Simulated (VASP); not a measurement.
Crystal: MoI.

```
Mo I
1.0
     3.62326    0.00000    0.00000
     0.00000    3.62326    0.00000
     0.00000    0.00000    5.04208
Mo I
1 1
Direct
  0.50000 0.50000 0.50000
  0.00000 0.00000 0.50000
```

The cell was built by a generator and needn't be a form met in nature.

| Property | Result |
| --- | --- |
| Program | VASP 6.6.1 |
| Task | relaxation of cell and atoms |
| Functional | PBE |
| Dispersion | TS-HI |
| Potentials or basis | VASP PAW PBE potentials, release 64 (Mo_sv, I) |
| Cutoff | 600 eV |
| k mesh | 7 × 7 × 5 |
| Occupations | fermi-dirac, width 0.05 eV |
| Spin | no spin polarisation |

At the start: pressure 8.4 GPa; volume 33.10 Å³/atom.

Where does the relaxation end?

Over 16 steps the energy falls by 958.9 meV/atom and the volume is 23.15 Å³/atom (-30.1 %); space group P4/mmm (No. 123, to 0.05 Å).

The path:
| step | energy change (eV) | largest force (eV/Å) | pressure (GPa) | volume (Å³) |
| --- | --- | --- | --- | --- |
| 1 | 0.0000 | 0.0000 | 8.35 | 66.19 |
| 2 | 0.0783 | 0.0000 | -8.98 | 82.95 |
| 3 | -0.3612 | 0.0000 | -2.96 | 73.33 |
| 4 | -0.3612 | 0.0000 | -2.80 | 73.19 |
| 5 | -0.5621 | 0.0000 | -3.74 | 68.67 |
| 6 | -1.0048 | 0.0000 | -5.11 | 60.97 |
| 7 | -1.9140 | 0.0000 | 0.62 | 45.45 |
| 8 | -1.7600 | 0.0000 | -4.29 | 50.12 |
| 9 | -1.8927 | 0.0000 | -1.62 | 47.17 |
| 10 | -1.9008 | 0.0000 | -0.96 | 46.64 |
| 11 | -1.9288 | 0.0000 | 3.82 | 45.00 |
| 12 | -1.9202 | 0.0000 | 0.20 | 46.17 |
| 13 | -1.9211 | 0.0000 | 0.29 | 46.12 |
| 14 | -1.9215 | 0.0000 | 0.31 | 46.11 |
| 15 | -1.9140 | 0.0000 | -0.31 | 46.50 |
| 16 | -1.9178 | 0.0000 | 0.02 | 46.29 |

Final structure:
```xyz
2
Lattice="3.8443 0.0000 0.0000 0.0000 3.8443 0.0000 0.0000 0.0000 3.1325" Properties=species:S:1:pos:R:3 pbc="T T T"
Mo    1.9222    1.9222    1.5662
I     0.0000    0.0000    1.5662
```

Caveat: the volume moved by over 15 % at a fixed basis, so the end points are rough; an odd number of electrons without spin polarisation forces a metal; a magnetic or distorted state may lie lower.
